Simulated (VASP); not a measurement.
```
MgI2
1.0
    2.08923    -3.61865     0.00000
    2.08923     3.61865     0.00000
    0.00000     0.00000     6.89087
Mg I
1 2
Direct
  0.00000   0.00000   0.00000
  0.33333   0.66667   0.24303
  0.66667   0.33333   0.75697
```

Computed with optB88-vdW, VASP's PBE PAW potentials (set 64) (plane waves; VASP). Run with 520 eV cut-off, Gaussian smearing of 0.050 eV, potentials Mg I.

Unless said otherwise, spin-orbit coupling is left out, though it shifts the bands of the heavy elements here.

**Question.** Give the energies of bands 3 to 11 at the high-symmetry points, in eV from the valence-band maximum.

**Answer.** 
| band | Γ | M | K | A | L | H |
|---|---|---|---|---|---|---|
| 3 | -3.46 | -3.51 | -3.27 | -2.62 | -3.60 | -3.10 |
| 4 | -0.47 | -2.73 | -2.31 | -1.45 | -3.12 | -2.70 |
| 5 | -0.47 | -1.83 | -2.31 | -0.37 | -1.19 | -2.70 |
| 6 | -0.10 | -1.37 | -1.85 | -0.37 | -1.09 | -2.17 |
| 7 | -0.10 | -0.90 | -1.22 | -0.20 | -0.79 | -0.54 |
| 8 | 0.00 | -0.46 | -1.22 | -0.20 | -0.70 | -0.54 |
| 9 | 3.59 | 3.62 | 3.84 | 4.57 | 3.51 | 4.74 |
| 10 | 4.81 | 5.34 | 7.41 | 4.88 | 5.20 | 5.78 |
| 11 | 6.69 | 5.54 | 7.41 | 6.51 | 5.79 | 5.78 |

The gap is indirect, 3.48 eV, from the valence maximum at Γ to the conduction minimum at L-M at 0.33.

The compound is MgI2 in the 1T layered structure. It was relaxed first.
